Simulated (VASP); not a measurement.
Here is a VASP 6.6.1 calculation.

Contents of INCAR:

```
  ALGO = Normal
  EDIFF = 1E-7
  ENCUT = 520
  GGA = PE
  ISIF = 2
  ISMEAR = -1
  LASPH = True
  LCHARG = False
  LREAL = False
  LWAVE = False
  NBANDS = 64
  NELM = 100
  PREC = Accurate
  SIGMA = 0.05
```

The input KPOINTS:

```
k-points
0
Gamma
  5 5 5
```

Contents of POSCAR:

```
ZnGe3
1.0
    5.8289217711      0.0000000000      0.0000000000
   -2.9144608855      5.0479943304      0.0000000000
    0.0000000000      0.0000000000      5.1227650000
Ge Zn
6 2
Direct
    0.1684205050      0.3368410100      0.2500000000
    0.1684205050      0.8315794950      0.2500000000
    0.6631589900      0.8315794950      0.2500000000
    0.8315794950      0.6631589900      0.7500000000
    0.8315794950      0.1684205050      0.7500000000
    0.3368410100      0.1684205050      0.7500000000
    0.3333333333      0.6666666667      0.7500000000
    0.6666666667      0.3333333333      0.2500000000
```

Potentials or basis: VASP PAW PBE potentials, release 64 (Ge_d, Zn).

Run with:

```bash
$ cat potpaw_PBE.64/Ge_d/POTCAR potpaw_PBE.64/Zn/POTCAR > POTCAR
$ mpirun -np 1 vasp_std > vasp.out
```

**Question.** Estimate the band gap on the k mesh.

**Answer.** None (metal or under the smearing width).

**Question.** Predict the pressure.

**Answer.** -0.3 GPa.

**Question.** Predict the largest force.

**Answer.** 0.009 eV/Å.

Forces on the atoms (eV/Å):
```
Ge   0.000  0.009  0.000
Ge   0.007 -0.004  0.000
Ge  -0.007 -0.004  0.000
Ge   0.000 -0.009  0.000
Ge  -0.007  0.004  0.000
Ge   0.007  0.004  0.000
Zn   0.000  0.000  0.000
Zn   0.000  0.000  0.000
```
